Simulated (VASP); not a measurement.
Input:

```
InAs
1.0
    4.29771     0.00000     0.00000
   -2.14885     3.72192     0.00000
    0.00000     0.00000     7.06083
In As
2 2
Direct
  0.33333   0.66667   0.00030
  0.66667   0.33333   0.50030
  0.33333   0.66667   0.37470
  0.66667   0.33333   0.87470
```

Calculation: PBEsol GGA, VASP's PBE PAW potentials (set 64) (plane waves; VASP). Numerical set-up: 400 eV cut-off, Gaussian smearing of 0.050 eV, potentials In_d As.

Unless said otherwise, spin-orbit coupling is left out, though it shifts the bands of the heavy elements here.

Q: Predict the band gap (along the path) with the smallest direct gap where there is one.

A: 
```json
{
  "band gap (along the path)": "none (metal, semimetal or under 0.01 eV)"
}
```

The absolute energy has meaning only against runs of the same code, potentials and settings.

The structure was generated: InAs was put into the wurtzite type (P6_3mc), which need not be its known phase. It was relaxed first.
